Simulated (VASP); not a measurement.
Sn (space group I4_1/amd): computed properties

All values below come from LDA (Ceperley-Alder, Perdew-Zunger), VASP's LDA PAW potentials (set 64) (plane waves; VASP 6.6.1).

```yaml
space_group: I4_1/amd (141)
cell: a = b = 5.7767 Å, c = 3.1321 Å, α = β = γ = 90.00°
volume_per_atom: 26.13 Å³/atom
band gap (over mesh and band path): none (metal, semimetal or under 0.01 eV)
band_gap_with_spin_orbit_coupling: none (metallic)
density: 7.54 g/cm³
```

```
Sn
1.0
   -2.88834     2.88834     1.56603
    2.88834    -2.88834     1.56603
    2.88834     2.88834    -1.56603
Sn
2
Direct
  0.75000   0.25000   0.50000
  0.00000   0.00000   0.00000
```

Unless said otherwise, spin-orbit coupling is left out, though it shifts the bands of the heavy elements here.

The structure comes from a computed database's Sn entry (I4_1/amd); how it stands against other phases isn't given here. It was relaxed first, which changed the volume by -6 %. Symmetry was kept, so distortions that lower it aren't found.
